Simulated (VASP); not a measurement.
Here is the system:

```xyz
3
Lattice="0.0000 2.9853 2.9853 2.9853 0.0000 2.9853 2.9853 2.9853 0.0000" Properties=species:S:1:pos:R:3 pbc="T T T"
Al     1.4927     1.4927     1.4927
Al     4.4780     4.4780     4.4780
Au     0.0000     0.0000     0.0000
```

These are PBE GGA, VASP's PBE PAW potentials (set 64) (plane waves; VASP) values and carry that method's errors. Numerical set-up: 500 eV cut-off, 9×9×9 Γ-centred mesh, first-order Methfessel-Paxton smearing of 0.10 eV, potentials Al Au.

Energy and stress use the plane-wave basis of the starting cell.

Q: The ions, cell shape and volume at an external pressure of 10.0 GPa are relaxed. Predict the relaxed structure.

A: 
```xyz
3
Lattice="0.0000 2.9500 2.9500 2.9500 0.0000 2.9500 2.9500 2.9500 0.0000" Properties=species:S:1:pos:R:3 pbc="T T T"
Al     1.4750     1.4750     1.4750
Al     4.4250     4.4250     4.4250
Au     0.0000     0.0000     0.0000
```
Space group Fm-3m (225), at a tolerance of 0.03 Å.

Q: How do energy and volume change from the first to the last step?

A: The energy (σ→0) changes by +28.6 meV/atom and the volume by -3.5 %, in 3 ionic steps.

The compound is AuAl2 in the fluorite structure. This run relaxes it under an external pressure of 10 GPa. Symmetry was kept, so distortions that lower it aren't found. The electron count is odd and the run is not spin-polarised, which forces a metal.
